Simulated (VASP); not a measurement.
Computed with SCAN meta-GGA, VASP's PBE PAW potentials (set 64) (plane waves; VASP).

VASP ran on this input.

File KPOINTS:
```
Automatic mesh
0
G
  8 8 6
```

**INCAR**
```
LCHARG = F
NEDOS = 601
ISMEAR = -5
LASPH = T   # aspherical one-centre terms
ALGO = Normal
PREC = Accurate
SYSTEM = P
ENCUT = 520
NELM = 100
EDIFF = 1E-7   # SCF stop (eV)
LREAL = F   # projection in real space or not
METAGGA = SCAN
ISIF = 2   # forces and stress, cell fixed
LWAVE = F
LMIXTAU = T
LORBIT = 11
```

### KPOINTS_OPT
```
k-points along high-symmetry lines
5
Line-mode
Reciprocal
  0.000000   0.000000   0.000000 ! GAMMA
 -0.500000   0.500000   0.000000 ! Y

 -0.500000   0.500000   0.000000 ! Y
 -0.274939   0.725061   0.000000 ! C_0

  0.274939   0.274939   0.000000 ! SIGMA_0
  0.000000   0.000000   0.000000 ! GAMMA

  0.000000   0.000000   0.000000 ! GAMMA
  0.000000   0.000000   0.500000 ! Z

  0.000000   0.000000   0.500000 ! Z
  0.274939   0.274939   0.500000 ! A_0

 -0.274939   0.725061   0.500000 ! E_0
 -0.500000   0.500000   0.500000 ! T

 -0.500000   0.500000   0.500000 ! T
 -0.500000   0.500000   0.000000 ! Y

  0.000000   0.000000   0.000000 ! GAMMA
  0.000000   0.500000   0.000000 ! S

  0.000000   0.500000   0.000000 ! S
  0.000000   0.500000   0.500000 ! R

  0.000000   0.500000   0.500000 ! R
  0.000000   0.000000   0.500000 ! Z

  0.000000   0.000000   0.500000 ! Z
 -0.500000   0.500000   0.500000 ! T
```

**POSCAR**
```
P
5.6992970
  0.2890609580  -0.9573107447   0.0000000000
  0.2890609580   0.9573107447   0.0000000000
  0.0000000000   0.0000000000   0.7909784556
P
4
Cart
  0.2890609580   0.7738417070   0.7214443801
  0.2890609580   0.1834690377   0.3259551523
  0.2890609580  -0.1834690377   0.4650233034
  0.2890609580  -0.7738417070   0.0695340755
```

POTCAR, in this order: P (PBE.64 set). Program: vasp_std.

The resulting files:

OSZICAR:
```
       N       E                     dE             d eps       ncg     rms          rms(c)
DAV:   1     0.457578611905E+02    0.45758E+02   -0.86731E+03  2352   0.124E+03
DAV:   2    -0.410182021844E+02   -0.86776E+02   -0.84782E+02  3112   0.182E+02
DAV:   3    -0.454654766979E+02   -0.44473E+01   -0.44268E+01  3228   0.448E+01
DAV:   4    -0.455226519235E+02   -0.57175E-01   -0.57125E-01  2982   0.599E+00
DAV:   5    -0.455239370762E+02   -0.12852E-02   -0.12844E-02  3226   0.824E-01    0.109E+01
DAV:   6    -0.417746939642E+02    0.37492E+01   -0.56671E-01  2706   0.729E+00    0.724E+00
DAV:   7    -0.405781747484E+02    0.11965E+01   -0.55607E-01  2502   0.691E+00    0.113E+00
DAV:   8    -0.415067037120E+02   -0.92853E+00   -0.40289E-01  2460   0.685E+00    0.255E-01
DAV:   9    -0.415739679798E+02   -0.67264E-01   -0.37061E-02  3036   0.242E+00    0.181E-01
DAV:  10    -0.415794998660E+02   -0.55319E-02   -0.31578E-02  2394   0.275E+00    0.994E-02
DAV:  11    -0.415808703125E+02   -0.13704E-02   -0.11075E-02  2418   0.157E+00    0.738E-02
DAV:  12    -0.415802498405E+02    0.62047E-03   -0.21922E-03  2634   0.656E-01    0.417E-02
DAV:  13    -0.415808119466E+02   -0.56211E-03   -0.19781E-04  2910   0.188E-01    0.264E-02
DAV:  14    -0.415810578466E+02   -0.24590E-03   -0.25864E-04  2448   0.227E-01    0.580E-03
DAV:  15    -0.415810627447E+02   -0.48981E-05   -0.33994E-05  2820   0.773E-02    0.510E-03
DAV:  16    -0.415810575210E+02    0.52237E-05   -0.18252E-05  2496   0.609E-02    0.192E-03
DAV:  17    -0.415810550501E+02    0.24709E-05   -0.53686E-06  2490   0.364E-02    0.849E-04
DAV:  18    -0.415810554493E+02   -0.39922E-06   -0.48079E-07  3072   0.105E-02    0.581E-04
DAV:  19    -0.415810551851E+02    0.26421E-06   -0.18572E-07  1824   0.655E-03    0.418E-04
DAV:  20    -0.415810552457E+02   -0.60560E-07   -0.22721E-08  1356   0.200E-03
   1 F= -.41581055E+02 E0= -.41581055E+02  d E =0.000000E+00
       N       E                     dE             ncg
```

**OUTCAR**
```
------------------------ aborting loop because EDIFF is reached ----------------------------------------
  FORCE on cell =-STRESS in cart. coord.  units (eV):
  Direction    XX          YY          ZZ          XY          YZ          ZX
  --------------------------------------------------------------------------------------
  Total       -0.1159886      0.0452419      0.0763572      0.0000000     -0.0000000      0.0000000
  in kB       -2.2931105      0.8944388      1.5095915      0.0000000     -0.0000000      0.0000000
  external PRESSURE =       0.0369733 kB  Pullay stress =       0.0000000 kB
  volume of cell :       81.04
      direct lattice vectors                 reciprocal lattice vectors
     1.647444251 -5.455998255  0.000000000     0.303500407 -0.091642258  0.000000000
     1.647444251  5.455998255  0.000000000     0.303500407  0.091642258  0.000000000
     0.000000000  0.000000000  4.508021139     0.000000000  0.000000000  0.221826821
 POSITION                                       TOTAL-FORCE (eV/Angst)
 -----------------------------------------------------------------------------------
      1.64744      4.41035      4.11173         0.000000     -0.009109     -0.007057
      1.64744      1.04564      1.85772         0.000000      0.009109     -0.007057
      1.64744     -1.04564      2.65031         0.000000     -0.009109      0.007057
      1.64744     -4.41035      0.39630         0.000000      0.009109      0.007057
 -----------------------------------------------------------------------------------
    total drift:                               -0.000000     -0.000000     -0.000000
  FREE ENERGIE OF THE ION-ELECTRON SYSTEM (eV)
  ---------------------------------------------------
  free  energy   TOTEN  =       -41.5810552457 eV

  energy  without entropy=      -41.5810552457  energy(sigma->0) =      -41.58105525

 total charge

# of ion       s       p       d       tot
------------------------------------------
    1        1.066   1.406   0.000   2.472
    2        1.066   1.406   0.000   2.472
    3        1.066   1.406   0.000   2.472
    4        1.066   1.406   0.000   2.472
--------------------------------------------------
tot          4.264   5.625   0.000   9.889
```
(Selected blocks of OUTCAR.)

**OUTCAR**
```
 val. band max:        5.8505367604   @ k =   0.5000   0.5000   0.0000

 cond. band min:       6.1428629209   @ k =   0.5000   0.5000   0.0000


 Fermi energy:         5.8696574716

 k-point     1 :       0.0000    0.0000    0.0000
  band No.  band energies     occupation
      1     -10.7165      2.00000
      2      -7.7939      2.00000
      3      -4.3657      2.00000
      4      -1.2469      2.00000
      5       0.7436      2.00000
      6       0.8277      2.00000
      7       1.4800      2.00000
      8       2.9442      2.00000
      9       3.0265      2.00000
     10       4.5768      2.00000
     11       6.6887      0.00000
     12       7.1877      0.00000
     13       8.1557      0.00000
     14       8.9901      0.00000

 k-point     2 :       0.1250    0.0000    0.0000
  band No.  band energies     occupation
      1     -10.5158      2.00000
      2      -7.6027      2.00000
      3      -4.4661      2.00000
      4      -1.0722      2.00000
      5       0.3878      2.00000
      6       0.5989      2.00000
      7       0.8928      2.00000
      8       2.3581      2.00000
      9       3.0322      2.00000
     10       4.6740      2.00000
     11       6.8909      0.00000
     12       8.1054      0.00000
     13       8.6162      0.00000
     14       9.5053      0.00000

 k-point     3 :       0.2500    0.0000    0.0000
  band No.  band energies     occupation
      1      -9.9208      2.00000
      2      -7.0297      2.00000
      3      -5.0223      2.00000
      4      -1.2178      2.00000
      5      -0.5901      2.00000
      6      -0.4183      2.00000
      7       1.3015      2.00000
      8       2.1540      2.00000
      9       3.1553      2.00000
     10       4.5870      2.00000
     11       6.7173      0.00000
     12       7.6138      0.00000
     13       8.7052      0.00000
     14       8.9661      0.00000

 k-point     4 :       0.3750   -0.0000    0.0000
  band No.  band energies     occupation
...
```

The compound is P in the black structure. It was relaxed first, which changed the volume by +7 %.
